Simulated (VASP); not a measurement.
Molecule: O2, in a box.

```
O
1.0
    10.00000    0.00000    0.00000
     0.00000   10.50000    0.00000
     0.00000    0.00000   11.00000
O
2
Direct
  0.50000 0.50000 0.44422
  0.50000 0.50000 0.55578
```

Program: VASP 6.6.1. Alike in all runs: task single point; spin collinear, ferromagnetic start; cell as given; k mesh 1 × 1 × 1. Hardware: 1 thread of Intel(R) Xeon(R) Platinum 8488C (Sapphire Rapids), on a shared host.

**Question.** Order these runs on this cell by their wall time, lowest first.
A. level PBEsol; potentials or basis VASP PAW PBE potentials, release 64 (O_h); cutoff (eV) 900; smearing gaussian 0.02 eV
B. level r2SCAN; potentials or basis VASP PAW PBE potentials, release 64 (O); cutoff (eV) 520; smearing gaussian 0.02 eV
C. level PBEsol; potentials or basis VASP PAW PBE potentials, release 64 (O); cutoff (eV) 520; smearing gaussian 0.5 eV

**Answer.** C (200 s), A (400 s), B (840 s).

Caveats: the standard files for N, O and F lose accuracy on very short bonds (some runs).
